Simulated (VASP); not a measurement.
# WF (R3m) in VASP: further runs, part 2 of 3

VASP 6.6.1.

## (3) Band structure, PBE

POSCAR reads:

```
WF
1.0
    1.3658900000      0.7886000000      5.0696000000
   -1.3658900000      0.7886000000      5.0696000000
    0.0000000000     -1.5771900000      5.0696000000
W F
1 1
Direct
    0.8141200000      0.8141200000      0.8141200000
    0.9371200000      0.9371200000      0.9371200000
```

INCAR.step1 reads:

```
SYSTEM = WF
  PREC = Accurate
  ENCUT = 520
  EDIFF = 1E-6
  ISMEAR = -1
  SIGMA = 0.05
  LREAL = .FALSE.
  LASPH = .TRUE.
  NELM = 60
  ALGO = Normal
  ISIF = 2
  LWAVE = .FALSE.
  LCHARG = .TRUE.
  LMAXMIX = 4
  GGA = PE
  NBANDS = 18
```

KPOINTS.step1 reads:

```
Automatic mesh
0
G
  11 11 11
  0 0 0
```

INCAR.step2 reads:

```
SYSTEM = WF
  PREC = Accurate
  ENCUT = 520
  EDIFF = 1E-6
  ISMEAR = 0
  SIGMA = 0.05
  LREAL = .FALSE.
  LASPH = .TRUE.
  NELM = 60
  ALGO = Normal
  ISIF = 2
  LWAVE = .FALSE.
  LCHARG = .FALSE.
  LMAXMIX = 4
  GGA = PE
  NBANDS = 18
  ICHARG = 11
```

KPOINTS.step2 reads:

```
path GLB1,BZGX,QFP1Z,LP
15
line-mode
reciprocal
 0.0000000000  0.0000000000  0.0000000000  G
 0.5000000000  0.0000000000  0.0000000000  L

 0.5000000000  0.0000000000  0.0000000000  L
 0.5000000000  0.1827980402 -0.1827980402  B1

 0.8172019598  0.5000000000  0.1827980402  B
 0.5000000000  0.5000000000  0.5000000000  Z

 0.5000000000  0.5000000000  0.5000000000  Z
 0.0000000000  0.0000000000  0.0000000000  G

 0.0000000000  0.0000000000  0.0000000000  G
 0.3413990201  0.0000000000 -0.3413990201  X

 0.6586009799  0.3413990201  0.0000000000  Q
 0.5000000000  0.5000000000  0.0000000000  F

 0.5000000000  0.5000000000  0.0000000000  F
 0.6586009799  0.6586009799  0.1827980402  P1

 0.6586009799  0.6586009799  0.1827980402  P1
 0.5000000000  0.5000000000  0.5000000000  Z

 0.5000000000  0.0000000000  0.0000000000  L
 0.8172019598  0.3413990201  0.3413990201  P
```

Potentials or basis: VASP PAW PBE potentials, release 64 (W_sv, F).

Started as:

```
$ cat potpaw_PBE.64/W_sv/POTCAR potpaw_PBE.64/F/POTCAR > POTCAR
$ cp INCAR.step1 INCAR
$ cp KPOINTS.step1 KPOINTS
$ mpirun -np 1 vasp_std > vasp.out
$ cp INCAR.step2 INCAR
$ cp KPOINTS.step2 KPOINTS
$ mpirun -np 1 vasp_std > vasp.out
```

OUTCAR:

```text
SYSTEM = WF
   PREC = Accurate
   ENCUT = 520
   EDIFF = 1E-6
   ISMEAR = 0
   LREAL = .FALSE.
   LASPH = .TRUE.
   NELM = 60
   ISIF = 2
   GGA = PE
   ICHARG = 11

 ion  position               nearest neighbor table
   1  0.814  0.814  0.814-   2 1.87
   2  0.937  0.937  0.937-   1 1.87

  LATTYP: Found a trigonal (rhomboedric) cell.
 ALAT       =     5.3092739251
 COS(alpha) =     0.8676295086

  Lattice vectors:

 A1 = (   1.3658900000,   0.7886000000,   5.0696000000)
 A2 = (  -1.3658900000,   0.7886000000,   5.0696000000)
 A3 = (   0.0000000000,  -1.5771900000,   5.0696000000)

Analysis of symmetry for initial positions (statically):
=====================================================================
 Subroutine PRICEL returns:
 Original cell was already a primitive cell.

 Routine SETGRP: Setting up the symmetry group for a
 trigonal (rhombohedral) supercell.

 Subroutine GETGRP returns: Found  6 space group operations
 (whereof  6 operations were pure point group operations)
 out of a pool of 12 trial point group operations.

The static configuration has the point symmetry C_3v.
[... 151 lines left out ...]
  free energy    TOTEN  =       -16.14422198 eV

  energy without entropy =      -16.14204638  energy(sigma->0) =      -16.14313418

 E-fermi :   4.5975     XC(G=0): -10.6668

 val. band max:        4.5894421079   @ k =   0.3414   0.0000  -0.3414
 cond. band min:       4.6115432797   @ k =   0.5000   0.1697  -0.1697
 fundamental gap:      0.0221011718
 Fermi energy:         4.5975266584

 k-point     1 :       0.0000    0.0000    0.0000
  band No.  band energies     occupation
      1     -69.5365      2.00000
      2     -34.2374      2.00000
      3     -32.9221      2.00000
      4     -32.9221      2.00000
      5     -19.5609      2.00000
      6      -2.0653      2.00000
[... 481 lines left out ...]
      5     -19.0375      2.00000
      6      -1.8114      2.00000
[... 10 lines left out ...]
     17      18.2474      0.00000
     18      19.6942      0.00000

 [... further k-points ...]

------------------------ aborting loop because EDIFF is reached ----------------------------------------

  FORCE on cell =-STRESS in cart. coord.  units (eV):
  Direction    XX          YY          ZZ          XY          YZ          ZX
  --------------------------------------------------------------------------------------
  -------------------------------------------------------------------------------------
  Total        0.7381618      0.7381612      4.2754302      0.0000000      0.0000028     -0.0000000
  in kB       36.0966202     36.0965934    209.0714828      0.0000000      0.0001375     -0.0000000
  external PRESSURE =      93.7548988 kB  Pullay stress =       0.0000000 kB

 VOLUME and BASIS-vectors are now :
 -----------------------------------------------------------------------------
  energy-cutoff  :      520.00
  volume of cell :       32.76
      direct lattice vectors                 reciprocal lattice vectors
     1.365890000  0.788600000  5.069600000     0.366061689  0.211345893  0.065751268
    -1.365890000  0.788600000  5.069600000    -0.366061689  0.211345893  0.065751268
     0.000000000 -1.577190000  5.069600000     0.000000000 -0.422691786  0.065751685

 POSITION                                       TOTAL-FORCE (eV/Angst)
 -----------------------------------------------------------------------------------
      0.00000      0.00001     12.38179         0.000000     -0.000000     -0.213457
      0.00000      0.00001     14.25247         0.000000      0.000000      0.213457
 -----------------------------------------------------------------------------------
    total drift:                                0.000000      0.000016      0.098978

  FREE ENERGIE OF THE ION-ELECTRON SYSTEM (eV)
  ---------------------------------------------------
  free  energy   TOTEN  =       -16.1442219764 eV

  energy  without entropy=      -16.1420463769  energy(sigma->0) =      -16.14313418
```

OSZICAR.step1:

```text
N       E                     dE             d eps       ncg     rms          rms(c)
DAV:   1     0.192535884500E+03    0.19254E+03   -0.12690E+04  5280   0.122E+03
DAV:   2    -0.105299756698E+02   -0.20307E+03   -0.19781E+03  5980   0.374E+02
DAV:   3    -0.171163741247E+02   -0.65864E+01   -0.65491E+01  5928   0.687E+01
DAV:   4    -0.171704682434E+02   -0.54094E-01   -0.54086E-01  6010   0.670E+00
DAV:   5    -0.171711754437E+02   -0.70720E-03   -0.70719E-03  5764   0.705E-01    0.217E+01
DAV:   6    -0.160225959800E+02    0.11486E+01   -0.30028E+00  6016   0.178E+01    0.901E+00
DAV:   7    -0.158866417656E+02    0.13595E+00   -0.64692E-01  5848   0.666E+00    0.436E+00
DAV:   8    -0.158399561059E+02    0.46686E-01   -0.12357E-01  6062   0.366E+00    0.482E-01
DAV:   9    -0.158397398631E+02    0.21624E-03   -0.87659E-03  5584   0.919E-01    0.206E-01
DAV:  10    -0.158399363048E+02   -0.19644E-03   -0.45698E-04  5758   0.187E-01    0.372E-02
DAV:  11    -0.158399821503E+02   -0.45845E-04   -0.10962E-04  6094   0.912E-02    0.282E-02
DAV:  12    -0.158399886907E+02   -0.65404E-05   -0.22735E-05  5598   0.427E-02    0.158E-02
DAV:  13    -0.158399868346E+02    0.18561E-05   -0.35567E-06  6144   0.188E-02    0.420E-03
DAV:  14    -0.158399869471E+02   -0.11243E-06   -0.78864E-07  4154   0.713E-03
   1 F= -.15839987E+02 E0= -.15834925E+02  d E =-.101241E-01
```

Run time: 2.4 min. Hardware: 1 thread of Intel Xeon 6975P-C (Granite Rapids), shared host; peak memory 0.28 GiB.

Results:

| Property | Result |
| --- | --- |
| Band gap along the path | none (metal or under the smearing width) |

Levels at the corners of the path, in eV from the Fermi level:
| point | band 7 | band 8 | band 9 | band 10 | band 11 | band 12 | band 13 | band 14 |
| --- | --- | --- | --- | --- | --- | --- | --- | --- |
| Γ | -6.54 | -4.02 | -4.02 | -0.29 | -0.17 | -0.17 | 3.67 | 3.67 |
| L | -6.15 | -4.62 | -4.53 | -1.61 | 2.59 | 3.29 | 3.98 | 6.03 |
| L | -6.15 | -4.62 | -4.53 | -1.61 | 2.59 | 3.29 | 3.98 | 6.03 |
| B1 | -6.06 | -5.79 | -1.30 | -0.88 | -0.05 | 0.07 | 4.03 | 8.36 |
| B | -6.06 | -5.79 | -1.30 | -0.88 | -0.05 | 0.07 | 4.03 | 8.36 |
| Z | -6.29 | -4.01 | -4.01 | -0.17 | -0.17 | 0.94 | 3.63 | 3.63 |
| Z | -6.29 | -4.01 | -4.01 | -0.17 | -0.17 | 0.94 | 3.63 | 3.63 |
| Γ | -6.54 | -4.02 | -4.02 | -0.29 | -0.17 | -0.17 | 3.67 | 3.67 |
| Γ | -6.54 | -4.02 | -4.02 | -0.29 | -0.17 | -0.17 | 3.67 | 3.67 |
| X | -6.04 | -5.85 | -1.19 | -0.92 | -0.02 | -0.01 | 4.00 | 8.31 |
| Q | -6.04 | -5.85 | -1.19 | -0.92 | -0.02 | -0.01 | 4.00 | 8.31 |
| F | -6.28 | -4.61 | -4.50 | -1.36 | 2.49 | 3.47 | 4.13 | 6.03 |
| F | -6.28 | -4.61 | -4.50 | -1.36 | 2.49 | 3.47 | 4.13 | 6.03 |
| P1 | -6.25 | -4.60 | -4.50 | -1.41 | 2.52 | 3.53 | 3.89 | 5.97 |
| P1 | -6.25 | -4.60 | -4.50 | -1.41 | 2.52 | 3.53 | 3.89 | 5.97 |
| Z | -6.29 | -4.01 | -4.01 | -0.17 | -0.17 | 0.94 | 3.63 | 3.63 |
| L | -6.15 | -4.62 | -4.53 | -1.61 | 2.59 | 3.29 | 3.98 | 6.03 |
| P | -6.25 | -4.60 | -4.50 | -1.41 | 2.52 | 3.53 | 3.89 | 5.97 |

Caveat: the log is that of the step along the path at fixed density, whose energy, stress, charges and moments have no meaning; spin-orbit coupling is left out, which moves the levels of the heavy elements; an odd number of electrons without spin polarisation forces a metal; a magnetic or distorted state may lie lower.

## (4) Band structure, PBEsol

POSCAR is that of step 3.

Edit INCAR.step1 of step 3 so:

```diff
@@ -14,3 +14,3 @@
   LMAXMIX = 4
-  GGA = PE
+  GGA = PS
   NBANDS = 18
```

KPOINTS.step1 is that of step 3.

Edit INCAR.step2 of step 3 so:

```diff
@@ -14,3 +14,3 @@
   LMAXMIX = 4
-  GGA = PE
+  GGA = PS
   NBANDS = 18
```

KPOINTS.step2 is that of step 3.

Started as:

```
$ cat potpaw_PBE.64/W_sv/POTCAR potpaw_PBE.64/F/POTCAR > POTCAR
$ cp INCAR.step1 INCAR
$ cp KPOINTS.step1 KPOINTS
$ mpirun -np 1 vasp_std > vasp.out
$ cp INCAR.step2 INCAR
$ cp KPOINTS.step2 KPOINTS
$ mpirun -np 1 vasp_std > vasp.out
```

Wall time 2.3 min (1 thread of Intel Xeon 6975P-C (Granite Rapids), shared host); peak memory 0.28 GiB.

Results (log left out):

```yaml
Band_gap_along_the_path: none (metal or under the smearing width)
```

Levels at the corners of the path, in eV from the Fermi level:
```tsv
point	band 6	band 7	band 8	band 9	band 10	band 11	band 12	band 13	band 14	band 15
Γ	-6.67	-6.53	-3.98	-3.98	-0.33	-0.17	-0.17	3.68	3.68	5.95
L	-6.78	-6.13	-4.61	-4.50	-1.60	2.60	3.26	3.99	6.05	9.60
L	-6.78	-6.13	-4.61	-4.50	-1.60	2.60	3.26	3.99	6.05	9.60
B1	-6.18	-6.06	-5.78	-1.28	-0.86	-0.04	0.08	4.01	8.31	10.45
B	-6.18	-6.06	-5.78	-1.28	-0.86	-0.04	0.08	4.01	8.31	10.45
Z	-7.44	-6.28	-3.97	-3.97	-0.17	-0.17	0.91	3.64	3.64	5.48
Z	-7.44	-6.28	-3.97	-3.97	-0.17	-0.17	0.91	3.64	3.64	5.48
Γ	-6.67	-6.53	-3.98	-3.98	-0.33	-0.17	-0.17	3.68	3.68	5.95
Γ	-6.67	-6.53	-3.98	-3.98	-0.33	-0.17	-0.17	3.68	3.68	5.95
X	-6.14	-6.04	-5.84	-1.17	-0.90	-0.02	0.00	3.99	8.26	10.70
Q	-6.14	-6.04	-5.84	-1.17	-0.90	-0.02	0.00	3.99	8.26	10.70
F	-6.85	-6.27	-4.61	-4.47	-1.35	2.49	3.46	4.13	6.05	9.16
F	-6.85	-6.27	-4.61	-4.47	-1.35	2.49	3.46	4.13	6.05	9.16
P1	-6.83	-6.24	-4.60	-4.47	-1.40	2.53	3.53	3.88	5.99	9.33
P1	-6.83	-6.24	-4.60	-4.47	-1.40	2.53	3.53	3.88	5.99	9.33
Z	-7.44	-6.28	-3.97	-3.97	-0.17	-0.17	0.91	3.64	3.64	5.48
L	-6.78	-6.13	-4.61	-4.50	-1.60	2.60	3.26	3.99	6.05	9.60
P	-6.83	-6.24	-4.60	-4.47	-1.40	2.53	3.53	3.88	5.99	9.33
```

Caveat: the log is that of the step along the path at fixed density, whose energy, stress, charges and moments have no meaning; the PAW data sets were made with another functional, which shifts forces and pressure a little; spin-orbit coupling is left out, which moves the levels of the heavy elements; an odd number of electrons without spin polarisation forces a metal; a magnetic or distorted state may lie lower.

(Part 2 of 3 ends here.)
